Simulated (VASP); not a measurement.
# A VASP study of HgIr (revPBE + D3(BJ)): structure first, properties next, part 4 of 4

Wanted: the relaxed cell of HgIr and its properties. The cell is invented: it takes the structure of a Materials Project entry for ZnIr (space group 187 there), with some of its atoms replaced by other elements, volume scaled by an estimate. It may not be a known or stable phase.

VASP 6.6.1, plane waves and PAW; the level of theory is named at each step.

Still holding for the runs below: This run has no spin polarisation. Its electron count is odd, so without a moment it is a metal by construction. The k-mesh is coarse for a metal.

So far. Step 5 (Bands along the symmetry lines (revPBE + D3(BJ))): There is no gap at this level. Step 6 (Density of states (revPBE + D3(BJ))): The finer mesh and the other smearing move the Fermi level by +0.05 eV from the 9×9×5 run, one measure of the sampling error in the zero of the bands above. Of the states within 0.3 eV of the Fermi level, the largest shares in the PAW spheres are Ir d 82 %. The relaxed cell has a = 2.878, c = 4.651 Å (conventional setting).

## 7. Bands along the symmetry lines (revPBE + D3(BJ) + SOC)

This step: revPBE with D3(BJ), spin-orbit coupling; plane waves and PAW (Hg, Ir); invented cell (VASP 6.6.1).

The mesh alone shows little of the dispersion and can miss band extrema, so KPOINTS_OPT adds a path through the symmetry points after the self-consistent cycle. Spin-orbit coupling needs spinors and the noncollinear program, where each band holds one electron.

File INCAR:

```
SYSTEM = HgIr
PREC = Accurate
ENCUT = 400
EDIFF = 1E-06
NELM = 100
ISMEAR = 1
SIGMA = 0.2
LREAL = .FALSE.
ALGO = Normal
GGA = RE
IVDW = 12
LNONCOLLINEAR = .TRUE.
MAGMOM = 0 0 0 0 0 0
NBANDS = 32
GGA_COMPAT = .FALSE.
LASPH = .TRUE.
LSORBIT = .TRUE.
LMAXMIX = 4
LORBIT = 11
LWAVE = .FALSE.
LCHARG = .FALSE.
```

File POSCAR:

```
HgIr
1.0
    2.8783549287      0.0000000000      0.0000000000
   -1.4391774644      2.4927290308      0.0000000000
    0.0000000000      0.0000000000      4.6506731072
Hg Ir
1 1
Direct
    0.6666666700      0.3333333300      0.5000000000
    0.0000000000      0.0000000000      0.0000000000
```

File KPOINTS:

```
Automatic mesh
0
Gamma
7 7 4
0 0 0
```

File KPOINTS_OPT:

```
Line mode
16
Line-mode
Reciprocal
  0.00000000   0.00000000   0.00000000 GAMMA
  0.50000000   0.00000000   0.00000000 M

  0.50000000   0.00000000   0.00000000 M
  0.33333333   0.33333333   0.00000000 K

  0.33333333   0.33333333   0.00000000 K
  0.00000000   0.00000000   0.00000000 GAMMA

  0.00000000   0.00000000   0.00000000 GAMMA
  0.00000000   0.00000000   0.50000000 A

  0.00000000   0.00000000   0.50000000 A
  0.50000000   0.00000000   0.50000000 L

  0.50000000   0.00000000   0.50000000 L
  0.33333333   0.33333333   0.50000000 H

  0.33333333   0.33333333   0.50000000 H
  0.00000000   0.00000000   0.50000000 A

  0.50000000   0.00000000   0.50000000 L
  0.50000000   0.00000000   0.00000000 M

  0.33333333   0.33333333   0.00000000 K
  0.33333333   0.33333333   0.50000000 H
```

The projector-augmented-wave data sets are Hg and Ir (PBE family, release 64).

Command:

```sh
> mpirun -np 1 vasp_ncl
```

What it wrote:

```text
[... set-up lines as in an earlier step ...]
 entering main loop
       N       E                     dE             d eps       ncg     rms          rms(c)
DAV:   1     0.172004729849E+03    0.17200E+03   -0.85945E+03  2328   0.107E+03
DAV:   2    -0.273560601430E+01   -0.17474E+03   -0.16367E+03  2328   0.343E+02
DAV:   3    -0.812751512235E+01   -0.53919E+01   -0.53064E+01  2824   0.700E+01
DAV:   4    -0.818558522797E+01   -0.58070E-01   -0.58042E-01  2560   0.694E+00
DAV:   5    -0.818691686568E+01   -0.13316E-02   -0.13316E-02  2776   0.106E+00    0.177E+01
DAV:   6    -0.775485624283E+01    0.43206E+00   -0.60277E-01  2616   0.133E+01    0.121E+01
DAV:   7    -0.767566264780E+01    0.79194E-01   -0.44354E-01  2752   0.763E+00    0.419E+00
DAV:   8    -0.766668550567E+01    0.89771E-02   -0.23586E-02  2800   0.191E+00    0.147E+00
DAV:   9    -0.766488780028E+01    0.17977E-02   -0.11476E-02  2616   0.122E+00    0.323E-01
DAV:  10    -0.766460286205E+01    0.28494E-03   -0.81491E-04  2768   0.390E-01    0.123E-01
DAV:  11    -0.766461062510E+01   -0.77630E-05   -0.15050E-04  2704   0.138E-01    0.382E-02
DAV:  12    -0.766461320479E+01   -0.25797E-05   -0.53267E-06  2632   0.254E-02    0.103E-02
DAV:  13    -0.766461419145E+01   -0.98666E-06   -0.84556E-07  1888   0.960E-03
   1 F= -.10021072E+02 E0= -.10021430E+02  d E =0.107527E-02  mag=    -0.0000     0.0000     0.0000
 Start KPOINTS_OPT (optional k-point list driver)
k-point batch [1-36\144]
       N       E                     dE             ncg
DAV:   1     0.754495831643E+04   -0.13878E+05     2304
DAV:   2     0.136990031649E+04   -0.61751E+04     2304
DAV:   3     0.117221068593E+04   -0.19769E+03     2904
DAV:   4     0.116991582739E+04   -0.22949E+01     2496
DAV:   5     0.116986364706E+04   -0.52180E-01     2736
DAV:   6     0.116986175488E+04   -0.18922E-02     2664
DAV:   7     0.116986167656E+04   -0.78320E-04     2784
DAV:   8     0.116986167337E+04   -0.31991E-05     2112
DAV:   9     0.116986167309E+04   -0.27798E-06     1648
[...]
k-point batch [109-144\144]
       N       E                     dE             ncg
DAV:   1     0.754407297311E+04   -0.19360E+05     2328
DAV:   2     0.148272852570E+04   -0.60613E+04     2344
DAV:   3     0.128620471069E+04   -0.19652E+03     2744
DAV:   4     0.128395869024E+04   -0.22460E+01     2456
DAV:   5     0.128390541478E+04   -0.53275E-01     2664
DAV:   6     0.128390343454E+04   -0.19802E-02     2608
DAV:   7     0.128390335319E+04   -0.81351E-04     2688
DAV:   8     0.128390334992E+04   -0.32723E-05     1968
DAV:   9     0.128390334960E+04   -0.31482E-06     1600
```

Run time: 1.7 min. Hardware: 1 MPI rank of AMD EPYC 9R14 (Zen 4), shared host; peak memory 0.22 GiB.

OUTCAR, selected parts (step 7):

```text
   k-points           NKPTS =     36   k-points in BZ     NKDIM =     36   number of bands    NBANDS=     32

   NELECT =      21.0000    total number of electrons

 E-fermi :   6.6490

 k-point     1 :       0.0000    0.0000    0.0000
  band No.  band energies     occupation
    ...
     18       4.8637      1.00000
     19       5.1896      1.00000
     20       5.1896      1.00000
     21       6.1835      1.00242
     22       6.1835      1.00242
     23       6.8542     -0.02765
     24       6.8542     -0.02765
     25      10.3042     -0.00000
     26      10.3042     -0.00000
     27      20.9729      0.00000
    ...

 Edisp (eV)   -2.35646

  Total      -0.08927    -0.08927     0.01327     0.00000     0.00000     0.00000
  in kB      -4.28620    -4.28620     0.63695     0.00000     0.00000     0.00000
  external pressure =       -2.65 kB  Pullay stress =        0.00 kB

 POSITION                                       TOTAL-FORCE (eV/Angst)
 -----------------------------------------------------------------------------------
      1.43918      0.83091      2.32534         0.000000      0.000000      0.000000
      0.00000      0.00000      0.00000        -0.000000     -0.000000      0.000000
 -----------------------------------------------------------------------------------
    total drift:                               -0.000003      0.000003     -0.000000

  FREE ENERGIE OF THE ION-ELECTRON SYSTEM (eV)
  ---------------------------------------------------
  free  energy   TOTEN  =       -10.0210719351 eV

  energy  without entropy=      -10.0221472028  energy(sigma->0) =      -10.02143036

 Spin-Orbit-Coupling matrix elements
 Ion:    1  E_soc:     -0.6520080
 Ion:    2  E_soc:     -0.8407256

 magnetization (x)
# of ion       s       p       d       tot
------------------------------------------
    1        0.000  -0.000   0.000  -0.000
    2        0.000  -0.000   0.000   0.000
--------------------------------------------------
tot          0.000  -0.000   0.000   0.000

 magnetization (y)
# of ion       s       p       d       tot
------------------------------------------
    1        0.000   0.000   0.000   0.000
    2       -0.000   0.000   0.000   0.000
--------------------------------------------------
tot          0.000   0.000   0.000   0.000

 magnetization (z)
# of ion       s       p       d       tot
------------------------------------------
    1        0.000  -0.000  -0.000  -0.000
    2        0.000  -0.000   0.000   0.000
--------------------------------------------------
tot          0.000  -0.000   0.000   0.000

[... 6 parts as in an earlier step ...]

[... 10 further parts left out ...]
```

LASPH is on here and off in scalar runs of this session, so a comparison with those holds both changes.

This step gave:

| Item | Value |
| --- | --- |
| bands | 32 |
| irreducible k points | 36 |
| free energy (TOTEN) | -10.02 eV |
| energy at zero smearing | -10.02 eV |
| Fermi energy | 6.649 eV |
| pressure | -0.2645 GPa |

On-site spin-orbit energy by atom:

| atom | on-site spin-orbit energy (eV) |
| --- | --- |
| Hg1 | -0.652 |
| Ir2 | -0.841 |

The electronic bands at the labelled points (eV, zero at the Fermi level; # counts the bands kept in this run):

| point | #17 | #18 | #19 | #20 | #21 | #22 | #23 | #24 |
| --- | --- | --- | --- | --- | --- | --- | --- | --- |
| Γ | -1.79 | -1.79 | -1.46 | -1.46 | -0.47 | -0.47 | 0.20 | 0.20 |
| 0.47 of the way | -2.42 | -2.42 | -0.93 | -0.93 | -0.17 | -0.17 | 3.18 | 3.18 |
| M | -1.25 | -1.25 | -0.39 | -0.39 | 1.21 | 1.21 | 2.82 | 2.82 |
| 0.47 of the way | -1.64 | -1.60 | -0.88 | -0.83 | 1.02 | 1.12 | 2.73 | 2.77 |
| K | -2.01 | -1.65 | -1.45 | -1.36 | 1.17 | 1.53 | 2.67 | 3.02 |
| 0.53 of the way | -2.87 | -2.71 | -0.49 | -0.47 | -0.28 | -0.21 | 3.69 | 3.71 |
| Γ | -1.79 | -1.79 | -1.46 | -1.46 | -0.47 | -0.47 | 0.20 | 0.20 |
| 0.53 of the way | -2.72 | -2.62 | -1.68 | -1.68 | -0.36 | -0.36 | 0.15 | 0.20 |
| A | -2.57 | -2.57 | -1.60 | -1.60 | -0.36 | -0.36 | 0.15 | 0.15 |
| 0.47 of the way | -2.01 | -2.01 | -0.86 | -0.86 | -0.66 | -0.66 | -0.21 | -0.21 |
| L | -1.17 | -1.17 | -0.77 | -0.77 | 0.90 | 0.90 | 1.27 | 1.27 |
| 0.47 of the way | -1.34 | -1.33 | -0.47 | -0.37 | 0.38 | 0.55 | 3.17 | 3.25 |
| H | -2.58 | -2.12 | -0.57 | -0.41 | 2.31 | 2.92 | 3.66 | 3.91 |
| 0.47 of the way | -1.76 | -1.74 | -0.90 | -0.86 | -0.56 | -0.51 | 0.49 | 0.56 |
| A | -2.57 | -2.57 | -1.60 | -1.60 | -0.36 | -0.36 | 0.15 | 0.15 |
| jump to L | -1.17 | -1.17 | -0.77 | -0.77 | 0.90 | 0.90 | 1.27 | 1.27 |
| 0.53 of the way | -1.08 | -0.84 | -0.69 | -0.59 | 1.14 | 1.18 | 1.80 | 1.84 |
| M | -1.25 | -1.25 | -0.39 | -0.39 | 1.21 | 1.21 | 2.82 | 2.82 |
| jump to K | -2.01 | -1.65 | -1.45 | -1.36 | 1.17 | 1.53 | 2.67 | 3.02 |
| 0.47 of the way | -2.00 | -2.00 | -1.25 | -1.21 | 2.07 | 2.16 | 2.90 | 3.18 |
| H | -2.58 | -2.12 | -0.57 | -0.41 | 2.31 | 2.92 | 3.66 | 3.91 |

Of the projections kept (Hg, Ir), the largest for each band there, as a share of the weight inside these atoms' spheres; weight between the spheres isn't counted:

| point | #17 | #18 | #19 | #20 | #21 | #22 | #23 | #24 |
| --- | --- | --- | --- | --- | --- | --- | --- | --- |
| Γ | Ir 0.98 | Ir 0.98 | Ir 0.52 | Ir 0.52 | Ir 0.97 | Ir 0.97 | Ir 0.98 | Ir 0.98 |
| M | Hg 0.72 | Hg 0.72 | Ir 0.91 | Ir 0.91 | Ir 0.99 | Ir 0.99 | Ir 0.79 | Ir 0.79 |
| K | Ir 0.75 | Ir 0.66 | Ir 0.80 | Ir 0.83 | Hg 0.63 | Hg 0.55 | Hg 0.70 | Ir 0.78 |
| Γ | Ir 0.98 | Ir 0.98 | Ir 0.52 | Ir 0.52 | Ir 0.97 | Ir 0.97 | Ir 0.98 | Ir 0.98 |
| A | Ir 0.94 | Ir 0.94 | Ir 0.97 | Ir 0.97 | Ir 0.97 | Ir 0.97 | Ir 0.98 | Ir 0.98 |
| L | Hg 0.69 | Hg 0.69 | Ir 0.92 | Ir 0.92 | Ir 0.83 | Ir 0.83 | Ir 0.96 | Ir 0.96 |

There is no gap at this level.

## 8. Outcome

```yaml
relaxed_volume: 16.68 Å³/atom
relaxed_conventional_cell_a_b_c: 2.878, 2.878, 4.651 Å; angles 90.0, 90.0, 120.0°
space_group_after_relaxing_within_0p02_a: P-6m2 (No. 187)
band_gap: none, a metal
dos_at_the_fermi_level: 0.974 states/eV/cell
band_gap_revpbe_d3_bj_soc: none, a metal
```

With revPBE + D3(BJ), HgIr relaxes to 16.68 Å³/atom in space group P-6m2 (held by the symmetry of the run) and comes out as a metal. Bands along the symmetry lines (revPBE + D3(BJ)): Of the bands kept, 2 cross the Fermi level on this path. Bands along the symmetry lines (revPBE + D3(BJ) + SOC): Of the bands kept, 4 cross the Fermi level on this path (spinor bands, one electron each). LASPH was switched on together with spin-orbit coupling, so shifts put down to the coupling hold both changes, and that of the mesh where it differs. The k-sampling is coarse for a metal, so the Fermi level, pressures and the shape of the cell carry errors. With an odd electron count and no spin the cell is a metal by construction. No search among competing phases was made. All values are for a static lattice at zero temperature.

[Lines on the potential files, build, host, timing and source positions are cut from VASP's logs without a mark.]

[Logs are printed without paths, hosts, clocks, repeated set-up lines and the standing remarks that a program may print on its own settings, such as how far it seeks lower states.]

[Hosts, paths, dates, database ids (printed as entryN), source tags and the programs' standing remarks are cut or masked in the printed files.]

[A measured line is paired with the nearest computed mode of its activity, which favours agreement.]

[In band tables of VASP the shares of atoms and orbitals are scaled to a sum of 1 inside the atoms' spheres.]
